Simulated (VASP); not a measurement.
Input for VASP

**POSCAR**
```
In
1
   -1.6250000000     1.6250000000     2.4750000000
    1.6250000000    -1.6250000000     2.4750000000
    1.6250000000     1.6250000000    -2.4750000000
In
1
Direct
  0.0000000000   0.0000000000   0.0000000000
```

### KPOINTS
```
Automatic mesh
0
Gamma
12 12 12
0 0 0
```

INCAR:
```
SYSTEM = In
PREC = Accurate
ENCUT = 400
EDIFF = 1E-6
NELM = 100
ALGO = Normal
LREAL = .FALSE.
LASPH = .TRUE.
ISMEAR = 0
SIGMA = 1.5
GGA = PE
LMAXMIX = 4
LWAVE = .FALSE.
LCHARG = .FALSE.
ISIF = 2
```

POTCAR, in this order: In_d (PBE.64 set). Program: vasp_std.

Output of the run:

File standard output:
```
 POSCAR found type information on POSCAR In
 POSCAR found :  1 types and       1 ions
 Reading from existing POTCAR
 Reading from existing POTCAR
 LDA part: xc-table for (Slater+PW92), standard interpolation
 POSCAR, INCAR and KPOINTS ok, starting setup
 WAVECAR not read
 entering main loop
       N       E                     dE             d eps       ncg     rms          rms(c)
DAV:   1     0.638404358553E+02    0.63840E+02   -0.56496E+03  3272   0.138E+03
DAV:   2    -0.432671638639E+00   -0.64273E+02   -0.63410E+02  3296   0.264E+02
DAV:   3    -0.278835941523E+01   -0.23557E+01   -0.23474E+01  3814   0.606E+01
DAV:   4    -0.283908447144E+01   -0.50725E-01   -0.50707E-01  4096   0.871E+00
DAV:   5    -0.284123134695E+01   -0.21469E-02   -0.21468E-02  4036   0.151E+00    0.231E+00
DAV:   6    -0.281878557723E+01    0.22446E-01   -0.42958E-02  3724   0.460E+00    0.116E+00
DAV:   7    -0.281428973894E+01    0.44958E-02   -0.13771E-02  3792   0.242E+00    0.257E-01
DAV:   8    -0.281399736956E+01    0.29237E-03   -0.77597E-04  4002   0.558E-01    0.329E-02
DAV:   9    -0.281400256007E+01   -0.51905E-05   -0.12397E-05  4344   0.511E-02    0.130E-02
DAV:  10    -0.281400339259E+01   -0.83251E-06   -0.10995E-06  2362   0.141E-02
   1 F= -.28140034E+01 E0= -.25509033E+01  d E =-.526200E+00
```

**OUTCAR**
```
------------------------ aborting loop because EDIFF is reached ----------------------------------------
  FORCE on cell =-STRESS in cart. coord.  units (eV):
  Direction    XX          YY          ZZ          XY          YZ          ZX
  --------------------------------------------------------------------------------------
  Total        0.5514119      0.5514119      0.5084869      0.0000000      0.0000000      0.0000000
  in kB       33.7944050     33.7944050     31.1636554      0.0000000      0.0000000      0.0000000
  external PRESSURE =      32.9174885 kB  Pullay stress =       0.0000000 kB
  volume of cell :       26.14
      direct lattice vectors                 reciprocal lattice vectors
    -1.625000000  1.625000000  2.475000000     0.000000000  0.307692308  0.202020202
     1.625000000 -1.625000000  2.475000000     0.307692308  0.000000000  0.202020202
     1.625000000  1.625000000 -2.475000000     0.307692308  0.307692308  0.000000000
 POSITION                                       TOTAL-FORCE (eV/Angst)
 -----------------------------------------------------------------------------------
      0.00000      0.00000      0.00000         0.000000      0.000000      0.000000
 -----------------------------------------------------------------------------------
    total drift:                                0.000000      0.000000      0.000000
  FREE ENERGIE OF THE ION-ELECTRON SYSTEM (eV)
  ---------------------------------------------------
  free  energy   TOTEN  =        -2.8140033926 eV

  energy  without entropy=       -2.2878031090  energy(sigma->0) =       -2.55090325
```
(Selected blocks of OUTCAR.)

Question: Read input and log: which fault does this run have?
A) ALGO = VeryFast starts from random orbitals with almost no delay (NELMDL = -1)
B) the lattice vectors carry noise near SYMPREC
C) SIGMA is far too large
D) LEPSILON was set for a metal

Answer: C, SIGMA is far too large. The run ends without an error. Against the sound run, the energy per atom (σ→0) stays essentially unchanged; the pressure rises by 1.26 GPa.

To mend it, set ISMEAR = 1, set SIGMA = 0.1.

The mended run (PBE GGA, plane waves, VASP's PBE PAW potentials (set 64)) converges, and its OSZICAR ends with
```
   1 F= -.25508915E+01 E0= -.25508741E+01  d E =-.521617E-04
```

The compound is In in the bct structure. The cell was not relaxed at this level.
